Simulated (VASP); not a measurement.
Here is the system:

```
CELL_PARAMETERS angstrom
      0.00000     1.75662     1.75662
      1.75662     0.00000     1.75662
      1.75662     1.75662     0.00000
ATOMIC_POSITIONS crystal
  B  0.00000 0.00000 0.00000
  N  0.25000 0.25000 0.25000
```

The numbers are results of HSEsol screened hybrid, VASP's PBE PAW potentials (set 64) (plane waves; VASP), not measurements. Settings: 520 eV cut-off, 10×10×10 Γ-centred mesh, Gaussian smearing of 0.050 eV, potentials B N.

Question: Give the stress tensor in GPa (positive for a compressed cell).

Answer: 
```
28.65   0.00   0.00
 0.00  28.65   0.00
 0.00   0.00  28.65
```
The pressure is its mean diagonal, 28.65 GPa.

The compound is BN in the zinc blende structure. This cell is one point of a volume scan, at 0.91 of the reference volume. The cell's shape comes from a PBE relaxation.
